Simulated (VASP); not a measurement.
These are PBE GGA, VASP's PBE PAW potentials (set 64) (plane waves; VASP 6.6.1) values and carry that method's errors.

A VASP calculation is set up with these files.

**KPOINTS**
```
Automatic mesh
0
Gamma
9 9 9
0 0 0
```

**POSCAR**
```
NiAl
2.890
  1.0000000000   0.0000000000   0.0000000000
  0.0000000000   1.0000000000   0.0000000000
  0.0000000000   0.0000000000   1.0000000000
Al Ni
1 1
Cartesian
  0.5000000000   0.5000000000   0.5000000000
  0.0000000000   0.0000000000   0.0000000000
```

**INCAR**
```
# general
SYSTEM   =  NiAl
PREC     =  Accurate
ENCUT    =  300
LREAL    =  .FALSE.
LASPH    =  .TRUE.

# electronic loop
EDIFF    =  1E-6
NELM     =  100
ALGO     =  Normal
LMAXMIX  =  4

# smearing
ISMEAR   =  0
SIGMA    =  0.136

# functional
GGA      =  PE

# ions
ISIF     =  2

# output
LWAVE    =  .FALSE.
LCHARG   =  .FALSE.
```

POTCAR, in this order: Al Ni (PBE.64 set). Program: vasp_std.

The run wrote:

### OUTCAR
```
 ion  position               nearest neighbor table
   1  0.500  0.500  0.500-   2 2.50   2 2.50   2 2.50   2 2.50   2 2.50   2 2.50   2 2.50   2 2.50
  LATTYP: Found a simple cubic cell.
 ALAT       =     2.8900000000
 Subroutine PRICEL returns:
 Original cell was already a primitive cell.
 Subroutine GETGRP returns: Found 48 space group operations
The static configuration has the point symmetry O_h .
The dynamic configuration has the point symmetry O_h .
 Subroutine INISYM returns: Found 48 space group operations
 Subroutine IBZKPT returns following result:
 Found     35 irreducible k-points:

 Following reciprocal coordinates:
            Coordinates               Weight
  0.000000  0.000000  0.000000      1.000000
  0.111111  0.000000  0.000000      6.000000
  0.222222  0.000000  0.000000      6.000000
  0.333333  0.000000  0.000000      6.000000
  0.444444  0.000000  0.000000      6.000000
  0.111111  0.111111  0.000000     12.000000
  0.222222  0.111111  0.000000     24.000000
  0.333333  0.111111  0.000000     24.000000
  0.444444  0.111111  0.000000     24.000000
  0.222222  0.222222  0.000000     12.000000
  0.333333  0.222222  0.000000     24.000000
  0.444444  0.222222  0.000000     24.000000
  0.333333  0.333333  0.000000     12.000000
  0.444444  0.333333  0.000000     24.000000
  0.444444  0.444444  0.000000     12.000000
  0.111111  0.111111  0.111111      8.000000
  0.222222  0.111111  0.111111     24.000000
  0.333333  0.111111  0.111111     24.000000
  0.444444  0.111111  0.111111     24.000000
  0.222222  0.222222  0.111111     24.000000
  0.333333  0.222222  0.111111     48.000000
  0.444444  0.222222  0.111111     48.000000
  0.333333  0.333333  0.111111     24.000000
  0.444444  0.333333  0.111111     48.000000
  0.444444  0.444444  0.111111     24.000000
...
```

**OSZICAR**
```
       N       E                     dE             d eps       ncg     rms          rms(c)
DAV:   1     0.260727033469E+02    0.26073E+02   -0.41854E+03   732   0.879E+02
DAV:   2    -0.112465751000E+02   -0.37319E+02   -0.35381E+02   706   0.165E+02
DAV:   3    -0.119438823824E+02   -0.69731E+00   -0.69404E+00   854   0.283E+01
DAV:   4    -0.119525023875E+02   -0.86200E-02   -0.86177E-02   792   0.291E+00
DAV:   5    -0.119527111749E+02   -0.20879E-03   -0.20878E-03   808   0.447E-01    0.117E+01
DAV:   6    -0.137863672254E+02   -0.18337E+01   -0.57415E+01   778   0.122E+02    0.155E+01
DAV:   7    -0.105620104139E+02    0.32244E+01   -0.16497E+01   770   0.730E+01    0.103E+00
DAV:   8    -0.105562263495E+02    0.57841E-02   -0.38531E-01   822   0.732E+00    0.101E+00
DAV:   9    -0.105420776055E+02    0.14149E-01   -0.55321E-02   808   0.365E+00    0.160E-01
DAV:  10    -0.105417716414E+02    0.30596E-03   -0.10075E-03   776   0.446E-01    0.772E-02
DAV:  11    -0.105417640222E+02    0.76192E-05   -0.32523E-05   946   0.710E-02    0.256E-02
DAV:  12    -0.105417620763E+02    0.19460E-05   -0.19283E-06   418   0.247E-02    0.278E-03
DAV:  13    -0.105417617070E+02    0.36930E-06   -0.42018E-07   352   0.646E-03
   1 F= -.10541762E+02 E0= -.10538010E+02  d E =-.750368E-02
```

OUTCAR:
```
------------------------ aborting loop because EDIFF is reached ----------------------------------------
  FORCE on cell =-STRESS in cart. coord.  units (eV):
  Direction    XX          YY          ZZ          XY          YZ          ZX
  --------------------------------------------------------------------------------------
  Total        0.0576344      0.0576344      0.0576344     -0.0000000      0.0000000     -0.0000000
  in kB        3.8255958      3.8255958      3.8255958     -0.0000000      0.0000000     -0.0000000
  external PRESSURE =       3.8255958 kB  Pullay stress =       0.0000000 kB
  volume of cell :       24.14
      direct lattice vectors                 reciprocal lattice vectors
     2.890000000  0.000000000  0.000000000     0.346020761  0.000000000  0.000000000
     0.000000000  2.890000000  0.000000000     0.000000000  0.346020761  0.000000000
     0.000000000  0.000000000  2.890000000     0.000000000  0.000000000  0.346020761
 POSITION                                       TOTAL-FORCE (eV/Angst)
 -----------------------------------------------------------------------------------
      1.44500      1.44500      1.44500         0.000000      0.000000      0.000000
      0.00000      0.00000      0.00000         0.000000      0.000000      0.000000
 -----------------------------------------------------------------------------------
    total drift:                               -0.000000      0.000000     -0.000000
  FREE ENERGIE OF THE ION-ELECTRON SYSTEM (eV)
  ---------------------------------------------------
  free  energy   TOTEN  =       -10.5417617070 eV

  energy  without entropy=      -10.5342580305  energy(sigma->0) =      -10.53800987
```
(Selected blocks of OUTCAR.)

At this cut-off the stress carries a Pulay error, which pulls relaxed volumes low.

The structure is a typed NiAl crystal (Pm-3m). The cell was not relaxed at this level. The run is not spin-polarised, so no magnetic state was tried. The electron count is odd and the run is not spin-polarised, which forces a metal.
